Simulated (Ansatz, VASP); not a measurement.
One calculation of Be3Si, two programs

Contents of INCAR:

```
SYSTEM = Be3Si
PREC = Accurate
ENCUT = 520
EDIFF = 1E-6
ISMEAR = 0
SIGMA = 0.1
LREAL = .FALSE.
LASPH = .TRUE.
NELM = 100
ALGO = Normal
ISIF = 2
LWAVE = .FALSE.
LCHARG = .FALSE.
GGA = PE
NBANDS = 13
```

The input KPOINTS:

```
regular mesh
0
G
  6 6 6
  0 0 0
```

The input POSCAR:

```
Be3Si
1.0
   -1.7055660000      1.7055660000      3.4231330000
    1.7055660000     -1.7055660000      3.4231330000
    1.7055660000      1.7055660000     -3.4231330000
Be Si
3 1
Direct
    0.7500000000      0.2500000000      0.5000000000
    0.2500000000      0.7500000000      0.5000000000
    0.5000000000      0.5000000000      0.0000000000
    0.0000000000      0.0000000000      0.0000000000
```

Input for Ansatz:

```yaml
crystal:
  lattice:
    - [-1.705566, 1.705566, 3.423133]
    - [1.705566, -1.705566, 3.423133]
    - [1.705566, 1.705566, -3.423133]
  atoms:
    - { symbol: Be, position: [0.75, 0.25, 0.5] }
    - { symbol: Be, position: [0.25, 0.75, 0.5] }
    - { symbol: Be, position: [0.5, 0.5, 0.0] }
    - { symbol: Si, position: [0.0, 0.0, 0.0] }
basis:
  ecutwfc: 420
kpoints:
  mp_grid: { grid: [6, 6, 6] }
hamiltonian:
  xc: pbe
scf:
  occupations: { method: gaussian, width: 0.1 }
output:
  forces: true
  stress: true
  eigenvalues: true
```

The cell comes from a database or a generator and needn't be the stable form of this composition.

Alike in both runs: task single point; functional PBE; k mesh 6 × 6 × 6; occupations gaussian, width 0.1 eV; no spin polarisation.

|  | VASP | Ansatz |
| --- | --- | --- |
| version | VASP 6.6.1 | Ansatz 0.2.0 |
| potentials or method | VASP PAW PBE potentials, release 64 (Be, Si) | scalar-relativistic, plane waves, PAW |
| plane-wave cutoff (eV) | 520 | 420 |
| valence electrons in the cell | 10 | 10 |

Ansatz gave:

* gap on the k mesh at the Fermi level (eV): none
* pressure (GPa): -1.0
* largest component of the traceless stress (GPa): 1.72

Q: Estimate VASP's values.

A: gap on the k mesh at the Fermi level (eV): none; pressure (GPa): -1.0; largest component of the traceless stress (GPa): 1.71.

A gap of «none» marks a metal or a gap that the smearing closes.

Caveats: the k mesh is coarse (spacing up to 0.43 Å⁻¹), so the values aren't converged.
